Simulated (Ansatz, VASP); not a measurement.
## WSe2 in two plane-wave programs

Wanted: the spread between two codes on one cell, functional and k mesh. Of the first pair: The structure shown is the start of the Ansatz relaxation below; VASP solves that cell, so the two are compared at the walk's first step.

Main program and level: Ansatz 0.2.0; plane waves, with VASP 6.6.1 beside it; single point at PBEsol.

## Step 1: The starting structure

The cell holds 3 atoms: 1 W and 2 Se. Cell: a = 3.288 Å, b = 3.288 Å, c = 30.250 Å, α = 90.0°, β = 90.0°, γ = 120.0°. Vacuum lies along c. The height across the vacuum is the one that the program set for its solve, not the one typed.

## Step 2: Ansatz: relaxation, PBEsol

Ansatz runs on its default PAW (the set named soft_2) files.

The two programs are compared at the cell with which this relaxation starts, whose forces are those of its first step.

input.yaml reads:

```yaml
crystal:
  lattice:
    - [3.2880000014, 0.0, 0.0]
    - [-1.6440000007, 2.8474915288, 0.0]
    - [0.0, 0.0, 19.225]
  atoms:
    - { symbol: W, position: [0.0, 0.0, 0.5] }
    - { symbol: Se, position: [0.3333333333, 0.6666666667, 0.41612484] }
    - { symbol: Se, position: [0.3333333333, 0.6666666667, 0.58387516] }
  periodic: [true, true, false]
kpoints:
  mp_grid: { grid: [8, 8, 1] }
scf:
  occupations: { method: fermi_dirac, width: 0.05 }
hamiltonian:
  xc: pbesol
output:
  forces: true
  stress: true
relax:
  f_tol: 0.02
  max_steps: 50
  cell: {}
```

The run is started by

```
$ ansatz run input.yaml --threads 2 --pin off --max-ram 6144MiB --backend cpu --events-out ev --progress --plain --runs-dir out
```

Numbers of over 12 decimals in the logs are rounded to 6 here.

The log of the run:

```text
Warning: crystal.periodic: the lattice vector that does not repeat stood 0.000° off the slab's normal, 19.225 Å along it as the deck builds it. The run solves the slab on a vector along the normal, 30.250 Å long, with every atom where it was (on the deck's vector they left 16.00 Å outside them, and the widest stretch free of ions among them is 1.61 Å). A fractional position that the run reports is one of the run's ce [...]
crystal.periodic: the lattice vector that does not repeat stood 0.000° off the slab's normal, 19.225 Å along it as the deck builds it. The run solves the slab on a vector along the normal, 30.250 Å long, with every atom where it was (on the deck's vector they left 16.00 Å outside them, and the widest stretch free of ions among them is 1.61 Å). A fractional position that the run reports is one of the run's cell, which [...]
Engine: ansatz 0.2.0, aarch64-unknown-linux-gnu
Pseudopotentials: kind: paw
Pseudopotential: W, paw, valence charge 14, recommended cutoff 420 eV (normal), W.paw.azcp
Pseudopotential: Se, paw, valence charge 16, recommended cutoff 420 eV (normal), Se.paw.azcp
Functional definition: PBEsol
  exchange = pbesol_x
  correlation = pbesol_c
Crystal: 3 atoms, lattice volume = 283.217 Å³
Basis set: ecut = 420 eV, 5645 PW (Γ), exchange–correlation on 48×48×432 points (8 copies of the dense FFT grid, shifted against one another)
Bands: 28, of which v1, the nominal top of the filled ones, is band 23 counted from 1 (22 counted from 0)
Symmetry: 12 space group operations
Space group: P-6m2 (ITA 187), of the structure as read, at distance tolerance 6.6e-5 Å
k-points: 10 of 64 (time reversal used)
Non-local potential: W, projectors of the file, l = 0: 3, l = 1: 2, l = 2: 2, l = 3: 1
Non-local potential: Se, projectors of the file, l = 0: 2, l = 1: 2, l = 2: 3, l = 3: 1
PAW form: soft (Blöchl's): semilocal exchange-correlation on the pseudo side does not see the compensation charge
PAW frozen core: W, regenerated for the run's functional, and the local potential with it (the file was generated under x = pbe(κ = 0.804, μ = 0.219515), c = pbe(β = 0.066725))
PAW frozen core: Se, regenerated for the run's functional, and the local potential with it (the file was generated under x = pbe(κ = 0.804, μ = 0.219515), c = pbe(β = 0.066725))
PAW one-centre angular grid: W, 590 points (default); XC on 64 Gauss nodes
PAW one-centre angular grid: Se, 590 points (default); XC on 64 Gauss nodes
Initial density: superposition of atomic densities (neutral atoms: chi_scale 0, normalization atom), corrected by the library's trained network
Initial wavefunctions: pseudopotential atomic-orbital guess
Functional: x = pbesol(κ = 0.804, μ = 0.123457), c = pbesol(β = 0.046)
SCF iter   1: F=—  HF=-21106.668423 eV  |F-HF|=—  |Δ(HF+E_count)|=         —  Δρ=2.68e-3  dr2=3.35e-2  ethr=1.77e-3  ⟨swp⟩=13.6  Hψ=1876  notcnv=0
[...]
SCF iter   4: F=—  HF=-21106.638285 eV  |F-HF|=—  |Δ(HF+E_count)|=   1.83e-3  Δρ=8.07e-4  dr2=2.22e-3  ethr=3.29e-5  ⟨swp⟩=2.3  Hψ=429  notcnv=0  defer=1
SCF iter   5: F=—  HF=-21106.637918 eV  |F-HF|=—  |Δ(HF+E_count)|=   3.67e-4  Δρ=2.40e-4  dr2=2.67e-4  ethr=4.83e-6  ⟨swp⟩=2.4  Hψ=408  notcnv=0  defer=1
SCF iter   6: F=—  HF=-21106.637886 eV  |F-HF|=—  |Δ(HF+E_count)|=   3.20e-5  Δρ=3.22e-5  dr2=3.10e-6  ethr=5.80e-7  ⟨swp⟩=3.4  Hψ=496  notcnv=0  defer=1
SCF iter   7: F=-21106.637888 eV  HF=-21106.637887 eV  |F-HF|=1.52e-7  |Δ(HF+E_count)|=   1.51e-6  Δρ=4.98e-6  dr2=9.33e-8  ethr=6.52e-10  ⟨swp⟩=6.4  Hψ=1735  notcnv=0
SCF 2 converged in 7 iterations: F = -21106.637888 eV  dr2 = 9.33e-8
  greatest PAW one-centre occupation: 1.000 electrons in one spin orbital (limit 2), on the Se atom at site 2 (counted from 0), in its partial waves of l = 2
relax step   2: F+E_penalty+E_count = -21106.63788751 eV  Δ(F+E_penalty+E_count) = +3.117e-2 eV  max|allowed force component| = 1.107e0 eV/Å  Δτ_max = 0.1413 Å  P = -0.706 N/m  Ω = 274.118 Å³  energy of the carried Pulay correction = +3.851e-4 eV  fix = [c, alpha, beta]  (7 SCF iters, dr2 threshold 3.00e-7 eV, rejected (line search))
[...]
relax step   3: F+E_penalty+E_count = -21106.72478796 eV  Δ(F+E_penalty+E_count) = -5.573e-2 eV  max|allowed force component| = 7.971e-2 eV/Å  Δτ_max = 0.0648 Å  P = -0.158 N/m  Ω = 280.106 Å³  energy of the carried Pulay correction = +1.303e-4 eV  fix = [c, alpha, beta]  reactions: c -0.000 N/m  (10 SCF iters, accepted)
[...]
relax step   4: F+E_penalty+E_count = -21106.72514271 eV  Δ(F+E_penalty+E_count) = -3.547e-4 eV  max|allowed force component| = 5.568e-3 eV/Å  Δτ_max = 0.0043 Å  P = -0.016 N/m  Ω = 280.173 Å³  energy of the carried Pulay correction = +1.275e-4 eV  fix = [c, alpha, beta]  reactions: c -0.000 N/m  (5 SCF iters, dr2 threshold 3.00e-7 eV, accepted)
[...]
relax step   5: F+E_penalty+E_count = -21106.72502421 eV  Δ(F+E_penalty+E_count) = +1.185e-4 eV  max|allowed force component| = 5.473e-3 eV/Å  Δτ_max = 0.0000 Å  P = -0.016 N/m  Ω = 280.173 Å³  fix = [c, alpha, beta]  reactions: c -0.000 N/m  stress off target by 1.61e-2 N/m on what of the cell is left free  SCF on the basis re-selected at this cell (its energy is not comparable with the rows above)  (7 SCF iters)
basis re-selected at this cell: Δ(F+E_penalty+E_count) = +1.185e-4 eV, ΔP = -0.000 N/m vs the last step (what re-selecting the basis moved, of the pressure what is left beyond the Pulay correction that the steps carried, after the strain that the cell walked since its last selection, with what the two solves' SCF thresholds leave and, on support functions, any second-order correction that the steps lacked; it is no m [...]
SCF converged after 7 iterations
Free energy (F): -21106.725024 eV
Harris-Foulkes:  -21106.725024 eV  (|F-HF|=1.09e-11)
Internal energy: -21106.725024 eV  (E = F + TS)
E sigma→0 (E₀):  -21106.725024 eV
Fermi energy:    -4.340852 eV
--- Per-component energies (eV) ---
  E_band       = -1659.139497
  E_kinetic    = 690.049936
  E_local      = -126448.528926  (includes V_loc(G=0)·N_el)
  E_nonlocal   = -1181.137663
  E_hartree    = 62704.570735
  E_xc         = -472.955282
  E_vxc        = -436.200402  (∫ρ·V_xc dr)
  E_paw        = -12172.257870  (= ΣΔE_a)
  E_vpaw       = 307.537107  (= ΣTr[D̂ρ^β])
  E_aug_tail   = -0.001274  (compensation charges beyond the density's cutoff)
  E_ewald      = 55771.296625
  E_core_change = 2.238693  (= ΣΔE_core)
  E_smearing   = -0.000000  (= −TS)
  E_closure    = -0.000000  (closes the sum)
  Σ components = -21106.725024   (vs F -21106.725024, Δ=0.00e0)
--- Forces (eV/Å), atoms counted from 1 ---
  atom   1  W      0.00000000     0.00000000     0.00000000
  atom   2  Se     0.00000000    -0.00000000     0.00547280
  atom   3  Se     0.00000000    -0.00000000    -0.00547280
  max |Σ_I F_I| component: 1.73e-17 eV/Å
--- 2D stress c σ (N/m, compression-positive) ---
       -0.016076       0.000000       0.000000
        0.000000      -0.016076       0.000000
        0.000000       0.000000       0.000000
  P = ½ c Tr σ = -0.0161 N/m
--- Relaxed structure (4 steps of the walk, 3 accepted, 1 SCFs on fresh bases) ---
  F+E_penalty+E_count = -21106.72502421 eV   max|allowed force component| = 5.473e-3 eV/Å   (the final SCF, on the basis selected at the relaxed cell)
  cell:  # Å, volume = 280.1731 Å³
    - [3.270282, 0.0, 0.0]
    - [-1.635141, 2.832147, 0.0]
    - [0.0, 0.0, 30.250000]
  atoms:
    - { symbol: W, position: [0.0, -2.878355989888597e-17, 0.317769] }
    - { symbol: Se, position: [0.333333, 0.666667, 0.262463] }
    - { symbol: Se, position: [0.333333, 0.666667, 0.373074] }
```

## Step 3: VASP: single point, PBEsol, start cell, pair 1

The same cell, functional, mesh and smearing now go to VASP, with its own data sets.

Lines of VASP's logs that name or quote its potential files are left out, and so is its time.

INCAR reads:

```
SYSTEM = WSe2
PREC = Accurate
ENCUT = 520
EDIFF = 1E-06
NELM = 120
ISMEAR = -1
SIGMA = 0.05
LREAL = .FALSE.
ALGO = Normal
GGA = PS
NBANDS = 15
LASPH = .TRUE.
LORBIT = 11
LWAVE = .FALSE.
LCHARG = .FALSE.
ISIF = 2
LDIPOL = .TRUE.
IDIPOL = 3
DIPOL = 0.5 0.5 0.318
LVHAR = .TRUE.
GGA_COMPAT = .FALSE.
EFERMI = MIDGAP
NELMDL = -8
```

POSCAR reads:

```
WSe2
1.0
    3.2880000000      0.0000000000      0.0000000000
   -1.6440000000      2.8474920000      0.0000000000
    0.0000000000      0.0000000000     30.2500000000
W Se
1 2
Direct
    0.0000000000      0.0000000000      0.3177685950
    0.3333333333      0.6666666667      0.2644628099
    0.3333333333      0.6666666667      0.3710743802
```

KPOINTS reads:

```
Automatic mesh
0
Gamma
8 8 1
0 0 0
```

The projector-augmented-wave data sets are W and Se (PBE family, release 64).

The run is started by

```
$ mpirun -np 1 vasp_std
```

The log of the run:

```text
[banner, memory and clock lines left out]
running    1 mpi-ranks, on    1 nodes
 distrk:  each k-point on    1 cores,    1 groups
 distr:  one band on    1 cores,    1 groups

 POSCAR found type information on POSCAR W Se
 POSCAR found :  2 types and       3 ions
|                                                                             |
|               ----> ADVICE to this user running VASP <----                  |
|                                                                             |
|     You enforced a specific xc type in the INCAR file but a different       |
|     [... a line on the potential file left out ...]
|     I HOPE YOU KNOW WHAT YOU ARE DOING!                                     |
|                                                                             |

 LDA part: xc-table for (Slater+PW92), standard interpolation
 POSCAR, INCAR and KPOINTS ok, starting setup
 FFT: planning ... GRIDC
 FFT: planning ... GRID_SOFT
 FFT: planning ... GRID
 WAVECAR not read
 entering main loop
       N       E                     dE             d eps       ncg     rms          rms(c)
DAV:   1     0.137866004050E+03    0.13787E+03   -0.54313E+03   300   0.830E+02
DAV:   2    -0.671509236607E+01   -0.14458E+03   -0.13508E+03   531   0.154E+02
DAV:   3    -0.238765228964E+02   -0.17161E+02   -0.17030E+02   419   0.683E+01
DAV:   4    -0.242319026864E+02   -0.35538E+00   -0.35356E+00   413   0.124E+01
DAV:   5    -0.242387164819E+02   -0.68138E-02   -0.68093E-02   384   0.155E+00
DAV:   6    -0.242389099962E+02   -0.19351E-03   -0.19351E-03   392   0.271E-01
DAV:   7    -0.242389166931E+02   -0.66969E-05   -0.66968E-05   420   0.438E-02
DAV:   8    -0.242389169847E+02   -0.29154E-06   -0.29149E-06   358   0.913E-03    0.244E+01
DAV:   9    -0.234599871131E+02    0.77893E+00   -0.20049E+00   450   0.986E+00    0.101E+01
DAV:  10    -0.233134717290E+02    0.14652E+00   -0.91484E-01   384   0.703E+00    0.514E+00
DAV:  11    -0.232458917746E+02    0.67580E-01   -0.12608E-01   377   0.307E+00    0.414E-01
DAV:  12    -0.232453487045E+02    0.54307E-03   -0.21431E-02   426   0.957E-01    0.235E-01
DAV:  13    -0.232444291674E+02    0.91954E-03   -0.23583E-03   398   0.340E-01    0.127E-01
DAV:  14    -0.232444292920E+02   -0.12460E-06   -0.19932E-04   398   0.104E-01    0.826E-02
[...]
DAV:  19    -0.232449146882E+02   -0.10924E-03   -0.53204E-06   342   0.100E-02    0.370E-03
DAV:  20    -0.232449388048E+02   -0.24117E-04   -0.63585E-07   335   0.319E-03    0.200E-03
DAV:  21    -0.232449504246E+02   -0.11620E-04   -0.87657E-07   287   0.321E-03    0.184E-03
DAV:  22    -0.232449583260E+02   -0.79015E-05   -0.20873E-07   305   0.159E-03    0.587E-04
DAV:  23    -0.232449642974E+02   -0.59713E-05   -0.25021E-07   285   0.145E-03    0.684E-04
DAV:  24    -0.232449663275E+02   -0.20301E-05   -0.46968E-08   304   0.944E-04    0.520E-04
DAV:  25    -0.232449676900E+02   -0.13625E-05   -0.27170E-08   283   0.558E-04    0.202E-04
DAV:  26    -0.232449679393E+02   -0.24928E-06   -0.37900E-09   318   0.314E-04
   1 F= -.23244968E+02 E0= -.23244968E+02  d E =-.200645E-08
```

From OUTCAR (step 3):

```text
ion  position               nearest neighbor table
   1  0.000  0.000  0.318-   2 2.49   2 2.49   3 2.49   3 2.49   2 2.49   3 2.49
   2  0.333  0.667  0.264-   1 2.49   1 2.49   1 2.49
   3  0.333  0.667  0.371-   1 2.49   1 2.49   1 2.49

  LATTYP: Found a hexagonal cell.
 ALAT       =     3.2880000000
 C/A-ratio  =     9.2001216545

 Subroutine GETGRP returns: Found 12 space group operations
 (whereof  6 operations were pure point group operations)

The static configuration has the point symmetry C_3v.
 The point group associated with its full space group is D_3h.

 Found     10 irreducible k-points:

   k-points           NKPTS =     10   k-points in BZ     NKDIM =     10   number of bands    NBANDS=     15

   dimension x,y,z NGX =    24 NGY =   24 NGZ =  240
   dimension x,y,z NGXF=    48 NGYF=   48 NGZF=  480

   ENCUT  =  520.0 eV  38.22 Ry    6.18 a.u.   6.11  6.11 56.24*2*pi/ulx,y,z

   NELECT =      18.0000    total number of electrons

 k-points in reciprocal lattice and weights: Automatic mesh
   0.00000000  0.00000000  0.00000000       0.016
   0.12500000 -0.00000000  0.00000000       0.094
   0.25000000 -0.00000000  0.00000000       0.094
   0.37500000  0.00000000  0.00000000       0.094
   0.50000000 -0.00000000  0.00000000       0.047
   0.12500000  0.12500000  0.00000000       0.094
   0.25000000  0.12500000  0.00000000       0.188
   0.37500000  0.12500000  0.00000000       0.188
   0.25000000  0.25000000  0.00000000       0.094
   0.37500000  0.25000000  0.00000000       0.094

 dipolmoment           0.000000      0.000000      0.000002 electrons x Angstroem

 average (electrostatic) potential at core
       1 -48.3268       2 -61.0958       3 -61.0958

 E-fermi :  -2.3141

 k-point     1 :       0.0000    0.0000    0.0000
  band No.  band energies     occupation
    ...
      5      -5.7419      2.00000
      6      -5.0806      2.00000
      7      -4.4955      2.00000
      8      -4.4955      2.00000
      9      -3.2515      2.00000
     10      -0.0010      0.00000
     11      -0.0010      0.00000
     12       0.3190      0.00000
     13       0.3190      0.00000
     14       1.4158      0.00000
    ...

 k-point     2 :       0.1250   -0.0000    0.0000
  band No.  band energies     occupation
    ...
      5      -5.7568      2.00000
      6      -5.5069      2.00000
      7      -4.8686      2.00000
      8      -4.2550      2.00000
      9      -3.3838      2.00000
     10      -0.4685      0.00000
     11      -0.3947      0.00000
     12       0.0059      0.00000
     13       0.4112      0.00000
     14       2.0057      0.00000
    ...

 k-point     3 :       0.2500   -0.0000    0.0000
  band No.  band energies     occupation
    ...
      5      -6.8184      2.00000
      6      -5.5655      2.00000
      7      -4.9167      2.00000
      8      -4.5777      2.00000
      9      -3.9953      2.00000
     10      -0.9138      0.00000
     11      -0.5204      0.00000
     12      -0.1581      0.00000
     13       1.1209      0.00000
     14       2.7621      0.00000
    ...

  Total        0.7521526      0.7521529      3.2907164      0.0000000      0.0000000     -0.0000000
  in kB        4.2549736      4.2549750     18.6157844      0.0000000      0.0000000     -0.0000000
  external PRESSURE =       9.0419110 kB  Pullay stress =       0.0000000 kB

  energy-cutoff  :      520.00
  volume of cell :      283.22
      direct lattice vectors                 reciprocal lattice vectors
     3.288000000  0.000000000  0.000000000     0.304136253  0.175593118  0.000000000
    -1.644000000  2.847492000  0.000000000     0.000000000  0.351186237  0.000000000
     0.000000000  0.000000000 30.250000000     0.000000000  0.000000000  0.033057851

 POSITION                                       TOTAL-FORCE (eV/Angst)
 -----------------------------------------------------------------------------------
      0.00000      0.00000      9.61250         0.000000     -0.000000      0.000000
     -0.00000      1.89833      8.00000        -0.000000      0.000000     -1.023228
     -0.00000      1.89833     11.22500        -0.000000      0.000000      1.023228
 -----------------------------------------------------------------------------------
    total drift:                                0.000000     -0.000001      0.000022

  FREE ENERGIE OF THE ION-ELECTRON SYSTEM (eV)
  ---------------------------------------------------
  free  energy   TOTEN  =       -23.2449679393 eV

  energy  without entropy=      -23.2449679372  energy(sigma->0) =      -23.24496794

 vacuum level on the upper side and lower side of the slab         2.167         2.167

 total charge
# of ion       s       p       d       tot
------------------------------------------
    1        0.555   0.662   4.307   5.525
    2        1.474   2.376   0.077   3.926
    3        1.474   2.376   0.077   3.926
--------------------------------------------------
tot          3.503   5.414   4.460  13.377

[... 3 further parts left out ...]
```

This run has no spin polarisation, so a moment on W, if there is one, isn't seen. The data set W keeps the semicore shell frozen, which is cheaper and a little less accurate.

## Step 4: Comparison

Known differences besides the potentials themselves: Ansatz cuts the interaction across the vacuum, VASP repeats the sheet with a dipole correction; the data sets hold 46 valence electrons in Ansatz (on its default PAW (the set named soft_2) files) and 18 in VASP; the cutoff is 420 eV in Ansatz and 520 eV in VASP; Ansatz makes its cores anew for this functional, VASP keeps those of its PBE data sets. Total energies have different zeros and are not compared.

Forces (eV/Å; atoms numbered as in POSCAR):

```csv
atom,"Ansatz x, y, z","VASP x, y, z"
W1,"0.000, 0.000, 0.000","0.000, 0.000, 0.000"
Se2,"0.000, 0.000, -1.022","0.000, 0.000, -1.023"
Se3,"0.000, 0.000, 1.022","0.000, 0.000, 1.023"
```

The forces differ by 0.6 meV/Å r.m.s., which is 0.1 % of the r.m.s. force of 0.482 eV/Å (both taken over all components). With vacuum in the cell, a pressure given here is an average over mostly empty space and none of the material.

[end of part 1 of 2]

[Lines on the potential files, build, host, timing and source positions are cut from VASP's logs without a mark.]

[Logs are printed without paths, hosts, clocks, repeated set-up lines and the standing remarks that a program may print on its own settings, such as how far it seeks lower states.]

[Hosts, paths, dates, database ids (printed as entryN), source tags and the programs' standing remarks are cut or masked in the printed files.]
